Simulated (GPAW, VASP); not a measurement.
This is a calculation of Al3Au for GPAW 26.7.0 (ASE script). Atoms were shifted at random by some hundredths of an Å from the given cell, which wasn't relaxed again for these runs. The cell comes from a database or a generator and needn't be the stable form of this composition.

The input run.py:

```python
from ase import Atoms
from ase.dft.bandgap import bandgap
from ase.io import write
from ase.units import GPa
from gpaw import GPAW, PW, setup_paths

setup_paths.insert(0, '.')

atoms = Atoms(['Au', 'Al', 'Al', 'Al'],
              cell=[[-2.025333, 2.025333, 4.0566],
                    [2.025333, -2.025333, 4.0566],
                    [2.025333, 2.025333, -4.0566]],
              scaled_positions=[[0.007078, -0.004826, 0.002141],
                                [0.508998, 0.507599, -0.000251],
                                [0.252612, 0.759888, 0.494387],
                                [0.738292, 0.241932, 0.48663]],
              pbc=True)

calc = GPAW(mode=PW(600),
            xc='PBEsol',
            kpts={'size': (9, 9, 9), 'gamma': True},
            occupations={'name': 'fermi-dirac', 'width': 0.05},
            nbands=22,
            convergence={'density': 1e-05, 'energy': 1e-05},
            maxiter=150,
            txt='gpaw.txt')
atoms.calc = calc
energy = atoms.get_potential_energy()
forces = atoms.get_forces()
stress = atoms.get_stress()
calc.write('gs.gpw')
write('result.traj', atoms)
print(f'Energy: {energy:.6f} eV')
print('Forces (eV/A):')
print(forces.round(4))
print('Stress (GPa):', (stress / GPa).round(3))
print('Fermi level:', round(calc.get_fermi_level(), 4), 'eV')
print(f'Gap: {bandgap(calc)[0]:.4f} eV, direct: {bandgap(calc, direct=True)[0]:.4f} eV')
```

Potentials or basis: PAW data sets generated in the run's folder for this functional, pw.

Command:

```bash
$ gpaw-setup -f PBEsol Al Au
$ OMP_NUM_THREADS=1 python run.py
```

Q: Set up the same calculation for VASP 6.6.1. Potentials or basis there: PBE PAW files Al, Au, 520 eV.

A: As run (cutoffs and basis follow the program's own potentials, and thresholds, step limits or extra output files can differ):

Contents of INCAR:

```
SYSTEM = Al3Au
ALGO = Normal
EDIFF = 1E-7
ENCUT = 520
GGA = PS
ISIF = 2
ISMEAR = -1
LASPH = .TRUE.
LCHARG = .FALSE.
LREAL = .FALSE.
LWAVE = .FALSE.
NBANDS = 18
NELM = 60
PREC = Accurate
SIGMA = 0.05
```

The input KPOINTS:

```
k-points
0
G
  9 9 9
  0 0 0
```

File POSCAR:

```
Al3Au
1.0
   -2.0253330000      2.0253330000      4.0566000000
    2.0253330000     -2.0253330000      4.0566000000
    2.0253330000      2.0253330000     -4.0566000000
Au Al
1 3
Direct
    0.0070780000     -0.0048260000      0.0021410000
    0.5089980000      0.5075990000     -0.0002510000
    0.2526120000      0.7598880000      0.4943870000
    0.7382920000      0.2419320000      0.4866300000
```

Potentials or basis: VASP PAW PBE potentials, release 64 (Au, Al).

Launch:

```sh
$ cat potpaw_PBE.64/Au/POTCAR potpaw_PBE.64/Al/POTCAR > POTCAR
$ mpirun -np 1 vasp_std > vasp.out
```

Both were run:

|  | GPAW | VASP |
| --- | --- | --- |
| Pressure | -2.0 GPa | -2.5 GPa |
| Largest force | 0.281 eV/Å | 0.278 eV/Å |

VASP's potentials were made for PBE.

Pressure is positive in compression.
